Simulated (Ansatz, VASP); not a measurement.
# MoS2: VASP beside Ansatz

Wanted: the spread between two codes on one cell, functional and k mesh. The structure shown is the end of the Ansatz relaxation below.

Main program and level: Ansatz 0.2.0; plane waves, with VASP 6.6.1 beside it; single point at PBE with D3(BJ).

### 1. Set-up

It takes space group P6_3/mmc (No. 194, hexagonal). The conventional cell has a = 3.149 Å, b = 3.149 Å, c = 12.090 Å, α = 90.00°, β = 90.00°, γ = 120.00°. Nearest to Mo lie 6 S at 2.40 Å. Nearest to S lie 3 Mo at 2.40 Å. Farther neighbours and most contacts between anions are not listed.

### 2. Ansatz: relaxation, PBE with D3(BJ)

Ansatz runs on its PAW soft_1 files.

This run makes the geometry at which the two programs are then compared.

The input, input.yaml:

```yaml
crystal:
  lattice:
    - [3.149156, 0.0, 0.0]
    - [-1.574578, 2.7272490965, 0.0]
    - [0.0, 0.0, 12.089564]
  atoms:
    - { symbol: Mo, position: [0.3333333, 0.6666667, 0.25] }
    - { symbol: Mo, position: [0.6666667, 0.3333333, 0.75] }
    - { symbol: S, position: [0.3333333, 0.6666667, 0.6204901] }
    - { symbol: S, position: [0.6666667, 0.3333333, 0.1204901] }
    - { symbol: S, position: [0.3333333, 0.6666667, 0.8795099] }
    - { symbol: S, position: [0.6666667, 0.3333333, 0.3795099] }
kpoints:
  mp_grid: { grid: [10, 10, 3] }
scf:
  occupations: { method: fermi_dirac, width: 0.02 }
hamiltonian:
  xc: pbe
  pseudopotentials: { kind: paw, azcp: { folder: soft_1 } }
  dispersion: d3bj
basis:
  ecutwfc: 600
output:
  forces: true
  stress: true
relax:
  f_tol: 0.005
  max_steps: 70
  cell: { stress_tol: 0.02, p_target: 0, fix: [c, alpha, beta, gamma] }
```

Command:

```console
> ansatz run input.yaml --threads 4 --pin off --max-ram 10240MiB --backend cpu --events-out ev --progress --plain --runs-dir out
```

Numbers of over 12 decimals in the logs are rounded to 6 here.

The program printed:

```text
Warning: crystal.symmetry: narrowed to the stabiliser of the fixed cell quantities (relax.cell.fix) — unitary ops 24 → 8. The narrowing is safe, since a smaller group never makes results wrong: the run goes on under it, on as many k-points as the starting group would need, or more. Excluded: 16 operations that would move a fixed cell quantity at a test strain (relax.cell.fix fixes c, alpha, beta, gamma). The cell can leave their symmetry as it relaxes.
Engine: ansatz 0.2.0, aarch64-unknown-linux-gnu
Pseudopotentials: kind: paw
Pseudopotential: Mo, paw, valence charge 14, recommended cutoff 420 eV (normal), soft_1/Mo.paw.azcp
Pseudopotential: S, paw, valence charge 6, recommended cutoff 420 eV (normal), soft_1/S.paw.azcp
Functional definition: PBE
  parameter kappa = 0.804
  parameter beta = 0.066725
  exchange = pbe_x(kappa = kappa, mu = beta*pi^2/3)
  correlation = pbe_c(beta = beta)
Crystal: 6 atoms, lattice volume = 103.832 Å³
Basis set: ecut = 600 eV, 3505 PW (Γ), exchange–correlation on 54×54×200 points (8 copies of the dense FFT grid, shifted against one another)
Bands: 32, of which v1, the nominal top of the filled ones, is band 26 counted from 1 (25 counted from 0)
Symmetry: 8 space group operations
k-points: 62 of 300
Non-local potential: Mo, projectors of the file, l = 0: 3, l = 1: 2, l = 2: 2, l = 3: 1
Non-local potential: S, projectors of the file, l = 0: 2, l = 1: 2, l = 2: 1
PAW form: soft (Blöchl's): semilocal exchange-correlation on the pseudo side does not see the compensation charge
PAW one-centre angular grid: Mo, 590 points (default); XC on 64 Gauss nodes
PAW one-centre angular grid: S, 110 points (default); XC on 64 Gauss nodes
Initial density: superposition of atomic densities (chi_scale 0.1, normalization cell, long waves kept (reshape's long-wave potential 0.07 eV rms))
Initial wavefunctions: pseudopotential atomic-orbital guess
Functional: x = pbe(κ = 0.804, μ = 0.219515), c = pbe(β = 0.066725)
SCF iter   1: F=—  HF=-13529.684591 eV  |F-HF|=—  |Δ(HF+E_count)|=         —  Δρ=6.12e-2  dr2=4.90e0  ethr=3.10e-3  ⟨swp⟩=9.2  Hψ=10826  notcnv=0
preconditioner: auto → Resta (q_TF=auto, 2.431 Å⁻¹)  ε∞=8.0  [insulator: Δε(μ)=0.720 eV  Ē_g=8.235 eV  σ=0.020 eV  W_gap=1.00  n_scr=26 (ndim 8)  ℏωp=21.9 eV  f_vac=0.000  D(μ)=0.00/eV (n_scr^D=0)  ε∞_Penn≈8.0]
SCF iter   2: F=—  HF=-13528.536849 eV  |F-HF|=—  |Δ(HF+E_count)|=    1.15e0  Δρ=3.18e-2  dr2=1.31e0  ethr=3.10e-3  ⟨swp⟩=2.3  Hψ=3626  notcnv=0  defer=89
SCF iter   3: F=—  HF=-13528.171078 eV  |F-HF|=—  |Δ(HF+E_count)|=   3.66e-1  Δρ=5.61e-3  dr2=4.31e-2  ethr=2.52e-3  ⟨swp⟩=2.5  Hψ=3226  notcnv=0  defer=89
SCF iter   4: F=—  HF=-13528.170280 eV  |F-HF|=—  |Δ(HF+E_count)|=   7.99e-4  Δρ=1.51e-3  dr2=3.84e-3  ethr=8.29e-5  ⟨swp⟩=2.2  Hψ=3258  notcnv=0  defer=89
SCF iter   5: F=—  HF=-13528.171664 eV  |F-HF|=—  |Δ(HF+E_count)|=   1.38e-3  Δρ=6.49e-4  dr2=5.68e-4  ethr=7.38e-6  ⟨swp⟩=2.4  Hψ=4024  notcnv=0  defer=89
SCF iter   6: F=—  HF=-13528.171772 eV  |F-HF|=—  |Δ(HF+E_count)|=   1.08e-4  Δρ=8.95e-5  dr2=1.10e-5  ethr=1.09e-6  ⟨swp⟩=2.5  Hψ=3413  notcnv=0  defer=89
SCF iter   7: F=—  HF=-13528.171785 eV  |F-HF|=—  |Δ(HF+E_count)|=   1.37e-5  Δρ=2.43e-5  dr2=6.56e-7  ethr=2.11e-8  ⟨swp⟩=2.0  Hψ=3064  notcnv=0  defer=89
SCF iter   8: F=-13528.171788 eV  HF=-13528.171788 eV  |F-HF|=3.35e-8  |Δ(HF+E_count)|=   2.32e-6  Δρ=4.12e-6  dr2=1.64e-8  ethr=1.92e-10  ⟨swp⟩=6.0  Hψ=8662  notcnv=0
SCF 1 converged in 8 iterations: F = -13528.171788 eV  dr2 = 1.64e-8
  greatest PAW one-centre occupation: 0.999 electrons in one spin orbital (limit 2), on the Mo atom at site 1 (counted from 0), in its partial waves of l = 0
relax step   1: F+E_penalty+E_count = -13528.17178780 eV  Δ(F+E_penalty+E_count) = +0.000e0 eV  max|allowed force component| = 2.434e-3 eV/Å  Δτ_max = 0.0000 Å  P = +0.018 GPa  Ω = 103.832 Å³  fix = [c, alpha, beta, gamma]  reactions: c +0.018 GPa; gamma +0.000 GPa/rad  (8 SCF iters, dr2 threshold 1.00e-7 eV, accepted)
Initial density: handed on by an earlier stage of this run
Initial wavefunctions: pseudopotential atomic-orbital guess (no wavefunctions were taken with the density)
iter 1 solved again at ethr=9.39e-7 eV; its pass at ethr=3.10e-3 eV (dr2=4.88e-4 eV) is discarded
SCF iter   1: F=—  HF=-13528.171798 eV  |F-HF|=—  |Δ(HF+E_count)|=         —  Δρ=4.04e-6  dr2=1.60e-8  ethr=9.39e-7  ⟨swp⟩=3.7  Hψ=16173  notcnv=0
eigensolver tolerance schedule: the retry pair's looser diagonalisation over-reported the residual by 30574.20 of it (diagonalisation noise at an unbounded share of the residual, at the tolerance the schedule requests for it); recorded, not acted on — ethr = c·dr2/N_el stays at c = 1.0e-1
preconditioner: auto → Resta (q_TF=auto, 2.431 Å⁻¹)  ε∞=8.8  [insulator: Δε(μ)=0.823 eV  Ē_g=7.834 eV  σ=0.020 eV  W_gap=1.00  n_scr=26 (ndim 8)  ℏωp=21.9 eV  f_vac=0.010  D(μ)=0.00/eV (n_scr^D=0)  ε∞_Penn≈8.8]
SCF iter   2: F=—  HF=-13528.171788 eV  |F-HF|=—  |Δ(HF+E_count)|=   1.04e-5  Δρ=2.95e-6  dr2=8.67e-9  ethr=3.07e-11  ⟨swp⟩=4.3  Hψ=5904  notcnv=0
SCF iter   3: F=—  HF=-13528.171788 eV  |F-HF|=—  |Δ(HF+E_count)|=   1.43e-8  Δρ=1.29e-6  dr2=1.90e-9  ethr=1.67e-11  ⟨swp⟩=2.0  Hψ=2945  notcnv=0
SCF iter   4: F=—  HF=-13528.171788 eV  |F-HF|=—  |Δ(HF+E_count)|=   5.48e-9  Δρ=5.91e-7  dr2=4.79e-10  ethr=3.65e-12  ⟨swp⟩=2.1  Hψ=3105  notcnv=0
SCF iter   5: F=—  HF=-13528.171788 eV  |F-HF|=—  |Δ(HF+E_count)|=  1.27e-11  Δρ=3.05e-7  dr2=1.19e-10  ethr=1.00e-12  ⟨swp⟩=2.0  Hψ=2741  notcnv=0
SCF iter   6: F=-13528.171788 eV  HF=-13528.171788 eV  |F-HF|=3.64e-12  |Δ(HF+E_count)|=  1.82e-11  Δρ=5.70e-8  dr2=3.16e-12  ethr=1.00e-12  ⟨swp⟩=6.2  Hψ=10742  notcnv=0
SCF 2 converged in 6 iterations: F = -13528.171788 eV  dr2 = 3.16e-12
relax step   2: F+E_penalty+E_count = -13528.17178780 eV  Δ(F+E_penalty+E_count) = -6.872e-9 eV  max|allowed force component| = 2.445e-3 eV/Å  Δτ_max = 0.0000 Å  P = +0.018 GPa  Ω = 103.832 Å³  fix = [c, alpha, beta, gamma]  reactions: c +0.018 GPa; gamma -0.000 GPa/rad  stress off target by 1.86e-2 GPa on what of the cell is left free  SCF on the basis re-selected at this cell (its energy is not comparable with the rows above)  (6 SCF iters)
basis re-selected at this cell: Δ(F+E_penalty+E_count) = -6.872e-9 eV, ΔP = +0.000 GPa vs the last step (what re-selecting the basis moved, of the pressure what is left beyond the Pulay correction that the steps carried, after the strain that the cell walked since its last selection, with what the two solves' SCF thresholds leave and, on support functions, any second-order correction that the steps lacked; it is no m [...]
SCF converged after 6 iterations
Free energy (F): -13528.171788 eV
Harris-Foulkes:  -13528.171788 eV  (|F-HF|=3.64e-12)
Internal energy: -13528.171788 eV  (E = F + TS)
E sigma→0 (E₀):  -13528.171788 eV
Fermi energy:    11.860954 eV
--- Per-component energies (eV) ---
  E_band       = -286.916191
  E_kinetic    = 1270.875266
  E_local      = -3752.307149  (includes V_loc(G=0)·N_el)
  E_nonlocal   = 433.918166
  E_hartree    = 1445.322730
  E_xc         = -709.895005
  E_vxc        = -772.867181  (∫ρ·V_xc dr)
  E_paw        = -8857.329660  (= ΣΔE_a)
  E_vpaw       = -357.180765  (= ΣTr[D̂ρ^β])
  E_aug_tail   = 0.000022  (compensation charges beyond the density's cutoff)
  E_ewald      = -3356.130086
  E_disp       = -2.626073  (pairwise vdW)
  E_smearing   = -0.000000  (= −TS)
  E_closure    = -0.000000  (closes the sum)
  Σ components = -13528.171788   (vs F -13528.171788, Δ=0.00e0)
--- Forces (eV/Å), atoms counted from 1 ---
  atom   1  Mo    -0.00000002     0.00000001     0.00000000
  atom   2  Mo     0.00000002    -0.00000001     0.00000000
  atom   3  S      0.00000002    -0.00000001    -0.00244463
  atom   4  S     -0.00000002     0.00000001    -0.00244463
  atom   5  S      0.00000002    -0.00000001     0.00244463
  atom   6  S     -0.00000002     0.00000001     0.00244463
  max |Σ_I F_I| component: 6.94e-18 eV/Å
--- Stress (GPa, compression-positive) ---
        0.018589       0.000000       0.000000
        0.000000       0.018589       0.000000
        0.000000       0.000000       0.018144
  P = ⅓ Tr σ = 0.0184 GPa (0.184 kbar)
--- Relaxed structure (1 steps of the walk, 1 accepted, 1 SCFs on fresh bases) ---
  F+E_penalty+E_count = -13528.17178780 eV   max|allowed force component| = 2.445e-3 eV/Å   (the final SCF, on the basis selected at the relaxed cell)
  cell:  # Å, volume = 103.8316 Å³
    - [3.149156, 0.0, 0.0]
    - [-1.574578, 2.727249, 0.0]
    - [0.0, 0.0, 12.089564]
  atoms:
    - { symbol: Mo, position: [0.333333, 0.666667, 0.250000] }
    - { symbol: Mo, position: [0.666667, 0.333333, 0.75] }
    - { symbol: S, position: [0.333333, 0.666667, 0.6204901] }
    - { symbol: S, position: [0.666667, 0.333333, 0.120490] }
    - { symbol: S, position: [0.333333, 0.666667, 0.879510] }
    - { symbol: S, position: [0.666667, 0.333333, 0.3795099] }
```

### 3. VASP: single point, PBE with D3(BJ), pair 1

The same cell, functional, mesh and smearing now go to VASP, with its own data sets.

Lines of VASP's logs that name or quote its potential files are left out, and so is its time.

The input, INCAR:

```
SYSTEM = MoS2
PREC = Accurate
ENCUT = 500
EDIFF = 1E-06
NELM = 120
ISMEAR = -1
SIGMA = 0.02
LREAL = .FALSE.
ALGO = Normal
GGA = PE
IVDW = 12
NBANDS = 32
LASPH = .TRUE.
LORBIT = 11
LWAVE = .FALSE.
LCHARG = .FALSE.
ISIF = 2
GGA_COMPAT = .FALSE.
EFERMI = MIDGAP
KPAR = 2
```

The input, POSCAR:

```
MoS2
1.0
    3.1491560000      0.0000000000      0.0000000000
   -1.5745780000      2.7272490965      0.0000000000
    0.0000000000      0.0000000000     12.0895640000
Mo S
2 4
Direct
    0.3333333333      0.6666666667      0.2500000000
    0.6666666667      0.3333333333      0.7500000000
    0.3333333333      0.6666666667      0.6204901000
    0.6666666667      0.3333333333      0.1204901000
    0.3333333333      0.6666666667      0.8795099000
    0.6666666667      0.3333333333      0.3795099000
```

The input, KPOINTS:

```
Automatic mesh
0
Gamma
10 10 3
0 0 0
```

The projector-augmented-wave data sets are Mo_sv and S (PBE family, release 64).

Command:

```console
> mpirun -np 2 vasp_std
```

The program printed:

```text
[banner, memory and clock lines left out]
running    2 mpi-ranks, on    1 nodes
 distrk:  each k-point on    1 cores,    2 groups
 distr:  one band on    1 cores,    1 groups

 POSCAR found type information on POSCAR MoS
 POSCAR found :  2 types and       6 ions
 LDA part: xc-table for (Slater+PW92), standard interpolation
 POSCAR, INCAR and KPOINTS ok, starting setup
 FFT: planning ... GRIDC
 FFT: planning ... GRID_SOFT
 FFT: planning ... GRID
 WAVECAR not read
 entering main loop
       N       E                     dE             d eps       ncg     rms          rms(c)
DAV:   1     0.446051175249E+03    0.44605E+03   -0.29111E+04  1984   0.151E+03
DAV:   2    -0.230215436685E+02   -0.46907E+03   -0.45800E+03  2216   0.390E+02
DAV:   3    -0.459585865234E+02   -0.22937E+02   -0.22764E+02  2336   0.769E+01
DAV:   4    -0.464118875801E+02   -0.45330E+00   -0.45222E+00  2152   0.108E+01
DAV:   5    -0.464245421067E+02   -0.12655E-01   -0.12648E-01  2328   0.167E+00    0.348E+01
DAV:   6    -0.442977799596E+02    0.21268E+01   -0.19470E+01  1936   0.243E+01    0.133E+01
DAV:   7    -0.438931185452E+02    0.40466E+00   -0.88803E+00  2016   0.156E+01    0.833E+00
DAV:   8    -0.435399669141E+02    0.35315E+00   -0.14345E+00  2240   0.685E+00    0.304E+00
DAV:   9    -0.435547703110E+02   -0.14803E-01   -0.16147E-01  2344   0.190E+00    0.141E+00
DAV:  10    -0.435446321969E+02    0.10138E-01   -0.65846E-02  2168   0.147E+00    0.299E-01
DAV:  11    -0.435446851963E+02   -0.52999E-04   -0.28647E-03  2240   0.302E-01    0.180E-01
DAV:  12    -0.435445994107E+02    0.85786E-04   -0.36804E-04  2248   0.100E-01    0.838E-02
DAV:  13    -0.435446016561E+02   -0.22454E-05   -0.18884E-04  2392   0.714E-02    0.136E-02
DAV:  14    -0.435446027215E+02   -0.10654E-05   -0.15222E-05  2168   0.226E-02    0.174E-02
DAV:  15    -0.435446034559E+02   -0.73448E-06   -0.20644E-06  1920   0.777E-03
   1 F= -.46170066E+02 E0= -.46170066E+02  d E =-.161273E-10
```

OUTCAR, selected parts (step 3):

```text
ion  position               nearest neighbor table
   1  0.333  0.667  0.250-   4 2.40   6 2.40   4 2.40   6 2.40   4 2.40   6 2.40
   2  0.667  0.333  0.750-   3 2.40   5 2.40   3 2.40   5 2.40   3 2.40   5 2.40
   3  0.333  0.667  0.620-   2 2.40   2 2.40   2 2.40
   4  0.667  0.333  0.120-   1 2.40   1 2.40   1 2.40
   5  0.333  0.667  0.880-   2 2.40   2 2.40   2 2.40
   6  0.667  0.333  0.380-   1 2.40   1 2.40   1 2.40

  LATTYP: Found a hexagonal cell.
 ALAT       =     3.1491560000
 C/A-ratio  =     3.8389854297

 Subroutine GETGRP returns: Found 24 space group operations
 (whereof 12 operations were pure point group operations)

The static configuration has the point symmetry D_3d.
 The point group associated with its full space group is D_6h.

 Found     28 irreducible k-points:

   k-points           NKPTS =     28   k-points in BZ     NKDIM =     28   number of bands    NBANDS=     32

   dimension x,y,z NGX =    24 NGY =   24 NGZ =   90
   dimension x,y,z NGXF=    48 NGYF=   48 NGZF=  180

   ENCUT  =  500.0 eV  36.75 Ry    6.06 a.u.   5.74  5.74 22.04*2*pi/ulx,y,z

   NELECT =      52.0000    total number of electrons

 k-points in reciprocal lattice and weights: Automatic mesh
   0.00000000  0.00000000  0.00000000       0.003
   0.10000000 -0.00000000  0.00000000       0.020
   0.20000000 -0.00000000  0.00000000       0.020
   0.30000000 -0.00000000  0.00000000       0.020
   0.40000000 -0.00000000  0.00000000       0.020
   0.50000000 -0.00000000  0.00000000       0.010
   0.10000000  0.10000000  0.00000000       0.020
   0.20000000  0.10000000  0.00000000       0.040
   0.30000000  0.10000000  0.00000000       0.040
[...]
0.40000000  0.20000000  0.33333333       0.040
   0.30000000  0.30000000  0.33333333       0.040

 average (electrostatic) potential at core
       1 -74.3191       2 -74.3191       3 -84.0795       4 -84.0795       5 -84.0795
       6 -84.0795

 E-fermi :   8.3689

 k-point     1 :       0.0000    0.0000    0.0000
  band No.  band energies     occupation
    ...
     22       5.8009      2.00000
     23       5.8009      2.00000
     24       6.6758      2.00000
     25       6.8417      2.00000
     26       7.9491      2.00000
     27      10.0427      0.00000
     28      10.0428      0.00000
     29      10.0786      0.00000
     30      10.0786      0.00000
     31      10.1819      0.00000
    ...

 k-point     2 :       0.1000   -0.0000    0.0000
  band No.  band energies     occupation
    ...
     22       5.5665      2.00000
     23       5.8783      2.00000
     24       6.6947      2.00000
     25       6.9581      2.00000
     26       7.6246      2.00000
     27       9.8945      0.00000
     28       9.9200      0.00000
     29       9.9755      0.00000
     30       9.9969      0.00000
     31      10.0913      0.00000
    ...

 k-point     3 :       0.2000   -0.0000    0.0000
  band No.  band energies     occupation
    ...
     22       5.2568      2.00000
     23       5.7438      2.00000
     24       6.5943      2.00000
     25       6.6036      2.00000
     26       6.8244      2.00000
     27       9.2339      0.00000
     28       9.6418      0.00000
     29       9.8637      0.00000
     30       9.9243      0.00000
     31      10.0072      0.00000
    ...

 Edisp (eV)   -2.62546

  Total      -0.06732    -0.06732    -0.11256     0.00000     0.00000     0.00000
  in kB      -1.03875    -1.03875    -1.73681     0.00000     0.00000     0.00000
  external pressure =       -1.27 kB  Pullay stress =        0.00 kB

  energy-cutoff  :      500.00
  volume of cell :      103.83
      direct lattice vectors                 reciprocal lattice vectors
     3.149156000  0.000000000  0.000000000     0.317545399  0.183334922  0.000000000
    -1.574578000  2.727249097  0.000000000     0.000000000  0.366669844  0.000000000
     0.000000000  0.000000000 12.089564000     0.000000000  0.000000000  0.082715969

 POSITION                                       TOTAL-FORCE (eV/Angst)
 -----------------------------------------------------------------------------------
     -0.00000      1.81817      3.02239         0.000000      0.000000      0.000000
      1.57458      0.90908      9.06717        -0.000000     -0.000000      0.000000
     -0.00000      1.81817      7.50145        -0.000000     -0.000000      0.010331
      1.57458      0.90908      1.45667         0.000000      0.000000      0.010331
     -0.00000      1.81817     10.63289        -0.000000     -0.000000     -0.010331
      1.57458      0.90908      4.58811         0.000000      0.000000     -0.010331
 -----------------------------------------------------------------------------------
    total drift:                               -0.000000      0.000000     -0.000000

  FREE ENERGIE OF THE ION-ELECTRON SYSTEM (eV)
  ---------------------------------------------------
  free  energy   TOTEN  =       -46.1700663971 eV

  energy  without entropy=      -46.1700663970  energy(sigma->0) =      -46.17006640

 total charge
# of ion       s       p       d       tot
------------------------------------------
    1        2.294   6.225   3.965  12.484
    2        2.294   6.225   3.965  12.484
    3        1.366   2.343   0.000   3.709
    4        1.366   2.343   0.000   3.709
    5        1.366   2.343   0.000   3.709
    6        1.366   2.343   0.000   3.709
--------------------------------------------------
tot         10.051  21.823   7.930  39.804

[... 3 further parts left out ...]
```

This run has no spin polarisation, so a moment on Mo, if there is one, isn't seen.

### 4. Differences

Known differences besides the potentials themselves: the cutoff is 600 eV in Ansatz and 500 eV in VASP; Ansatz's pressure holds a Pulay correction, VASP's none. Total energies have different zeros and are not compared.

Both answers:

| quantity | Ansatz | VASP | difference |
| --- | --- | --- | --- |
| pressure (GPa) | 0.02 | -0.13 | +0.15 |
| gap on the k mesh (eV) | 0.823 | 0.840 | -0.017 |

At this near-relaxed geometry the largest component of a force difference is 13 meV/Å. A gap on the mesh is an upper bound, since the band edges may lie between its points.

### 5. Ansatz: relaxation, PBE with D3(BJ)

This run makes the geometry at which the two programs are then compared. The cell compared in this pair holds 102.88 Å³, against 103.83 Å³ for the pair before.

The structure compared here is the end of the Ansatz relaxation.

Changes to input.yaml since step 2:

```diff
@@ -2,5 +2,5 @@
   lattice:
-    - [3.149156, 0.0, 0.0]
-    - [-1.574578, 2.7272490965, 0.0]
-    - [0.0, 0.0, 12.089564]
+    - [3.15702889, 0.0, 0.0]
+    - [-1.578514445, 2.7340672192, 0.0]
+    - [0.0, 0.0, 11.96866836]
   atoms:
```

Command:

```console
> ansatz run input.yaml --threads 4 --pin off --max-ram 10240MiB --backend cpu --events-out ev --progress --plain --runs-dir out
```

The program printed:

```text
[...]
Crystal: 6 atoms, lattice volume = 103.308 Å³
Basis set: ecut = 600 eV, 3419 PW (Γ), exchange–correlation on 54×54×192 points (8 copies of the dense FFT grid, shifted against one another)
Bands: 32, of which v1, the nominal top of the filled ones, is band 26 counted from 1 (25 counted from 0)
Symmetry: 8 space group operations
k-points: 62 of 300
[...]
cell:  # Å, volume = 102.8761 Å³
    - [3.150424, 0, 0.0]
    - [-1.575212, 2.728347, 0.0]
    - [0.0, 0.0, 11.96866836]
  atoms:
    - { symbol: Mo, position: [0.333333, 0.666667, 0.25] }
    - { symbol: Mo, position: [0.666667, 0.333333, 0.75] }
    - { symbol: S, position: [0.333333, 0.666667, 0.619345] }
    - { symbol: S, position: [0.666667, 0.333333, 0.119345] }
    - { symbol: S, position: [0.333333, 0.666667, 0.880655] }
    - { symbol: S, position: [0.666667, 0.333333, 0.380655] }
[key lines of the parts left out:]
SCF converged after 9 iterations
Free energy (F): -13528.169690 eV
Fermi energy:    12.038989 eV
P = ⅓ Tr σ = 0.2332 GPa (2.332 kbar)
```

(Part 1 of 2 ends here.)

[Lines on the potential files, build, host, timing and source positions are cut from VASP's logs without a mark.]

[Logs are printed without paths, hosts, clocks, repeated set-up lines and the standing remarks that a program may print on its own settings, such as how far it seeks lower states.]

[Hosts, paths, dates, database ids (printed as entryN), source tags and the programs' standing remarks are cut or masked in the printed files.]
